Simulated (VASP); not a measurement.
Input:

```
LiBr
1.0
    0.00000     2.75216     2.75216
    2.75216     0.00000     2.75216
    2.75216     2.75216     0.00000
Li Br
1 1
Direct
  0.00000   0.00000   0.00000
  0.50000   0.50000   0.50000
```

The numbers are results of PBE0 hybrid, VASP's PBE PAW potentials (set 64) (plane waves; VASP 6.6.1), not measurements. Run with 520 eV cut-off, 6×6×6 Γ-centred mesh, Gaussian smearing of 0.050 eV, potentials Li_sv Br.

Q: Estimate the energy per atom (σ→0), band gap (over the mesh, the named points and PBE's band edges) with the smallest direct gap where there is one.

A: 
| Property | Result |
|---|---|
| band gap (over the mesh, the named points and PBE's band edges) | 6.83 eV |
| smallest direct gap (over the mesh, the named points and PBE's band edges) | 6.84 eV |
| energy per atom (σ→0) | -4.057 eV/atom |

Total energies compare only between runs with the same potentials, cut-off and functional.

The compound is LiBr in the rock salt structure. It was relaxed first.
